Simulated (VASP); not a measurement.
Output of a VASP run:

File OUTCAR:
```
 ion  position               nearest neighbor table
   1  0.000  0.000  0.000-   2 2.91   2 2.91   2 2.91   2 2.91   2 2.91   2 2.91
   2  0.500  0.500  0.500-   1 2.91   1 2.91   1 2.91   1 2.91   1 2.91   1 2.91
  LATTYP: Found a trigonal (rhomboedric) cell.
 ALAT       =     4.1277667959
 COS(alpha) =     0.5089436001
 Subroutine PRICEL returns:
 Original cell was already a primitive cell.
 Subroutine GETGRP returns: Found 12 space group operations
The static configuration has the point symmetry D_3d.
The dynamic configuration has the point symmetry D_3d.
 Subroutine INISYM returns: Found 12 space group operations
 Subroutine IBZKPT returns following result:
 Found    116 irreducible k-points:

 Following reciprocal coordinates:
            Coordinates               Weight
  0.000000  0.000000  0.000000      1.000000
  0.100000  0.000000  0.000000      6.000000
  0.200000  0.000000  0.000000      6.000000
  0.300000  0.000000  0.000000      6.000000
  0.400000  0.000000  0.000000      6.000000
  0.500000  0.000000  0.000000      3.000000
  0.100000  0.100000  0.000000      6.000000
  0.200000  0.100000  0.000000     12.000000
  0.300000  0.100000  0.000000     12.000000
  0.400000  0.100000  0.000000     12.000000
  0.500000  0.100000  0.000000     12.000000
 -0.400000  0.100000  0.000000     12.000000
 -0.300000  0.100000 -0.000000     12.000000
 -0.200000  0.100000  0.000000     12.000000
 -0.100000  0.100000  0.000000      6.000000
  0.200000  0.200000  0.000000      6.000000
  0.300000  0.200000  0.000000     12.000000
  0.400000  0.200000  0.000000     12.000000
  0.500000  0.200000  0.000000     12.000000
 -0.400000  0.200000 -0.000000     12.000000
 -0.300000  0.200000 -0.000000     12.000000
 -0.200000  0.200000  0.000000      6.000000
  0.300000  0.300000  0.000000      6.000000
  0.400000  0.300000  0.000000     12.000000
  0.500000  0.300000  0.000000     12.000000
 -0.400000  0.300000  0.000000     12.000000
 -0.300000  0.300000  0.000000      6.000000
  0.400000  0.400000  0.000000      6.000000
  0.500000  0.400000  0.000000     12.000000
 -0.400000  0.400000  0.000000      6.000000
  0.500000  0.500000  0.000000      3.000000
  0.100000  0.100000  0.100000      2.000000
  0.200000  0.100000  0.100000      6.000000
  0.300000  0.100000  0.100000      6.000000
  0.400000  0.100000  0.100000      6.000000
  0.500000  0.100000  0.100000      6.000000
 -0.400000  0.100000  0.100000      6.000000
 -0.300000  0.100000  0.100000      6.000000
 -0.200000  0.100000  0.100000      6.000000
 -0.100000  0.100000  0.100000      6.000000
   k-points           NKPTS =    116   k-points in BZ     NKDIM =    116   number of bands    NBANDS=      9
   number of dos      NEDOS =    301   number of ions     NIONS =      2
   total plane-waves  NPLWV =  21952
   dimension x,y,z NGX =    28 NGY =   28 NGZ =   28
   dimension x,y,z NGXF=    56 NGYF=   56 NGZF=   56
   ions per type =               1   1
   PREC   = accura    normal or accurate (medium, high low for compatibility)
   ISTART =      0    job   : 0-new  1-cont  2-samecut
   ICHARG =      2    charge: 1-file 2-atom 10-const
   ISPIN  =      1    spin polarized calculation?
   LNONCOLLINEAR =      F non collinear calculations
   LSORBIT =      F    spin-orbit coupling
   INIWAV =      1    electr: 0-lowe 1-rand  2-diag
   ENCUT  =  400.0 eV  29.40 Ry    5.42 a.u.   6.73  6.73  6.73*2*pi/ulx,y,z
   NELM   =    100;   NELMIN=  2; NELMDL= -5     # of ELM steps
   EDIFF  = 0.1E-05   stopping-criterion for ELM
   LREAL  =      F    real-space projection
   NLSPLINE    = F    spline interpolate recip. space projectors
   LMAXMIX     =    4 max onsite mixed and CHGCAR
   VOSKOWN=      0    Vosko Wilk Nusair interpolation
   EDIFFG = -.1E-01   stopping-criterion for IOM
   NSW    =     60    number of steps for IOM
   NBLOCK =      1;   KBLOCK =     60    inner block; outer block
...
```

**OSZICAR**
```
       N       E                     dE             d eps       ncg     rms          rms(c)
DAV:   1    -0.950506319925E+01   -0.95051E+01   -0.35892E+03  2088   0.761E+02
DAV:   2    -0.406449184006E+02   -0.31140E+02   -0.30350E+02  3065   0.114E+02
DAV:   3    -0.417430452303E+02   -0.10981E+01   -0.10848E+01  2569   0.227E+01
DAV:   4    -0.417509863946E+02   -0.79412E-02   -0.79295E-02  2517   0.211E+00
DAV:   5    -0.417510352979E+02   -0.48903E-04   -0.48903E-04  2457   0.165E-01    0.304E+00
DAV:   6    -0.401712240473E+02    0.15798E+01   -0.70865E-01  2178   0.514E+00    0.196E+00
DAV:   7    -0.402137910873E+02   -0.42567E-01   -0.71293E-02  2153   0.216E+00    0.906E-01
DAV:   8    -0.402110341243E+02    0.27570E-02   -0.10255E-01  2108   0.228E+00    0.343E-01
DAV:   9    -0.402432595122E+02   -0.32225E-01   -0.55245E-02  2092   0.155E+00    0.100E-01
DAV:  10    -0.402447532081E+02   -0.14937E-02   -0.14766E-02  2100   0.797E-01    0.871E-02
DAV:  11    -0.402475233994E+02   -0.27702E-02   -0.10885E-03  2227   0.191E-01    0.388E-02
DAV:  12    -0.402483271045E+02   -0.80371E-03   -0.78583E-04  2147   0.216E-01    0.942E-03
DAV:  13    -0.402483346391E+02   -0.75346E-05   -0.20609E-05  2570   0.398E-02    0.142E-02
DAV:  14    -0.402483322000E+02    0.24391E-05   -0.14263E-06  1362   0.114E-02    0.213E-02
DAV:  15    -0.402483370041E+02   -0.48041E-05   -0.64844E-06  2181   0.182E-02    0.905E-04
DAV:  16    -0.402483377130E+02   -0.70888E-06   -0.22892E-07  1060   0.556E-03
   1 F= -.40248338E+02 E0= -.40248230E+02  d E =-.402483E+02
       N       E                     dE             d eps       ncg     rms          rms(c)
DAV:   1    -0.402483799182E+02   -0.42914E-04   -0.18556E-03  2207   0.258E-01    0.398E-02
DAV:   2    -0.402483597200E+02    0.20198E-04   -0.79609E-05  2244   0.618E-02    0.212E-02
DAV:   3    -0.402483562595E+02    0.34606E-05   -0.15956E-05  2146   0.318E-02    0.730E-03
DAV:   4    -0.402483560383E+02    0.22117E-06   -0.45527E-06  2162   0.141E-02
   2 F= -.40248356E+02 E0= -.40248227E+02  d E =-.183253E-04
```

File OUTCAR:
```
------------------------ aborting loop because EDIFF is reached ----------------------------------------
  FORCE on cell =-STRESS in cart. coord.  units (eV):
  Direction    XX          YY          ZZ          XY          YZ          ZX
  --------------------------------------------------------------------------------------
  Total        0.0185013      0.0185013      0.0122008      0.0000000     -0.0000000      0.0000000
  in kB        0.6055483      0.6055485      0.3993318      0.0000000     -0.0000000      0.0000000
  external PRESSURE =       0.5368095 kB  Pullay stress =       0.0000000 kB
  volume of cell :       48.95
      direct lattice vectors                 reciprocal lattice vectors
     2.044029339  1.180121146  3.382196626     0.244614884  0.141228438  0.098555279
    -2.044029339  1.180121146  3.382196626    -0.244614884  0.141228438  0.098555279
     0.000000000 -2.360242292  3.382196626     0.000000000 -0.282456877  0.098555279
 POSITION                                       TOTAL-FORCE (eV/Angst)
 -----------------------------------------------------------------------------------
      0.00000      2.36024      6.76439        -0.000000      0.000000     -0.000000
      0.00000      0.00000      5.07329         0.000000      0.000000      0.000000
 -----------------------------------------------------------------------------------
    total drift:                               -0.000000      0.000000      0.000000
  FREE ENERGIE OF THE ION-ELECTRON SYSTEM (eV)
  ---------------------------------------------------
  free  energy   TOTEN  =       -40.2483560383 eV

  energy  without entropy=      -40.2479688989  energy(sigma->0) =      -40.24822699

 reached required accuracy - stopping structural energy minimisation
```
(Selected blocks of OUTCAR.)

**POSCAR**
```
SbAs
1
    2.0453412809     1.1808785966     3.3853454042
   -2.0453412809     1.1808785966     3.3853454042
   -0.0000000000    -2.3617571932     3.3853454042
As Sb
1 1
Direct
  1.0000000000   1.0000000000   0.0000000000
  0.5000000000   0.5000000000   0.5000000000
```

Reconstruct the remaining input files.

One answer among several that fit: the input of the run itself, r2SCAN meta-GGA, plane waves, VASP's PBE PAW potentials (set 64).

INCAR:
```
NELM=100
ALGO=Normal   # blocked Davidson
SIGMA=0.1   # width (eV)
LMAXMIX=4   # l cut-off of mixed one-centre charges
METAGGA=R2SCAN
IBRION=2   # conjugate gradients
SYSTEM=SbAs
ISMEAR=1   # Methfessel-Paxton
LREAL=.FALSE.   # projection in real space or not
PREC=Accurate
LWAVE=.FALSE.
ISIF=3
LMIXTAU=.TRUE.
LASPH=.TRUE.   # aspherical one-centre terms
ENCUT=400   # plane-wave cut-off (eV)
EDIFFG=-0.01   # ionic stop
LCHARG=.FALSE.
EDIFF=1E-6   # SCF stop (eV)
NSW=60   # most ionic steps
```

File KPOINTS:
```
kpoints
0
gamma
  10 10 10
0 0 0
```

POTCAR, in this order: As Sb (PBE.64 set). Program: vasp_std.

The structure comes from a measured SbAs entry (R-3m) of the Crystallography Open Database, whose conditions weren't checked. This run relaxes it. Symmetry was kept, so distortions that lower it aren't found. The start is the result of an earlier pass.
